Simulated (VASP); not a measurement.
A VASP calculation is set up with these files.

### INCAR
```
AGGAC = 0.0
ALGO = Normal
EDIFF = 1E-7
ENCUT = 520
GGA = MK
ISIF = 2
ISMEAR = 0
LASPH = .TRUE.
LCHARG = .FALSE.
LREAL = .FALSE.
LUSE_VDW = .TRUE.
LWAVE = .FALSE.
NELM = 100
PARAM1 = 0.1234
PARAM2 = 1.0
PREC = Accurate
SIGMA = 0.05
SYSTEM = MgS
```

File KPOINTS:
```
Automatic mesh
0
Gamma
9 9 9
0 0 0
```

File POSCAR:
```
MgS
5.2468550
  0.0000000000   0.5000000187   0.5000000187
  0.5000000187   0.0000000000   0.5000000187
  0.5000000187   0.5000000187   0.0000000000
Mg S
1 1
Cartesian
  0.0000000000   0.0000000000   0.0000000000
  0.5000000187   0.5000000187   0.5000000187
```

POTCAR, in this order: Mg S (PBE.64 set). Program: vasp_std.

Q: Write an equivalent input for Quantum ESPRESSO's pw.x.

A: One equivalent input (not run):
```
&CONTROL
  calculation = 'scf'
  pseudo_dir = './pseudo'
  outdir = './out'
  tprnfor = .true.
  tstress = .true.
/
&SYSTEM
  ibrav = 0
  nat = 2
  ntyp = 2
  ecutwfc = 84
  occupations = 'smearing'
  smearing = 'gaussian'
  degauss = 0.003675
  input_dft = 'vdw-df-ob86'
/
&ELECTRONS
  conv_thr = 7.3e-09
  electron_maxstep = 100
/
ATOMIC_SPECIES
  Mg 24.305 Mg.upf
  S 32.060 S.upf
CELL_PARAMETERS angstrom
     0.0000000    2.6234276    2.6234276
     2.6234276    0.0000000    2.6234276
     2.6234276    2.6234276    0.0000000
ATOMIC_POSITIONS crystal
  Mg   0.0000000  0.0000000  0.0000000
  S    0.5000000  0.5000000  0.5000000
K_POINTS automatic
  9 9 9 0 0 0
```
What does not carry over: the potentials are each code's own (VASP's PAW set, PseudoDojo norm-conserving files in pw.x), so ENCUT and ecutwfc are chosen apart and not converted; conv_thr bounds pw.x's estimated SCF error, while EDIFF bounds the energy change between steps.

The compound is MgS in the rock salt structure. This cell is one point of a volume scan, at 1.03 of the reference volume.
